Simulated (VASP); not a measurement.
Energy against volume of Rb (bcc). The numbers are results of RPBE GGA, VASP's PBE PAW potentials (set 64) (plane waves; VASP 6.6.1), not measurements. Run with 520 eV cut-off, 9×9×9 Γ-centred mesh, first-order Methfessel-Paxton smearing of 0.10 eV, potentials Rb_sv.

| V (Å³/atom) | E (eV/atom) |
|---|---|
| 94.470 | -0.82442 |
| 97.485 | -0.82666 |
| 100.500 | -0.82734 |
| 103.515 | -0.82668 |

Problem. Fit these four points and predict the energy of the run at 106.530 Å³/atom.

Solution. A cubic in V^(−2/3), the third-order Birch-Murnaghan form, passes through the four points with V0 = 100.45 Å³/atom and B0 = 2 GPa, and gives -0.8249 eV/atom there. The run gave -0.8249 eV/atom, +0.0 meV/atom from the fit; all five points give B0 = 2 GPa.

The compound is Rb in the bcc structure. It was relaxed first, which changed the volume by +11 %.
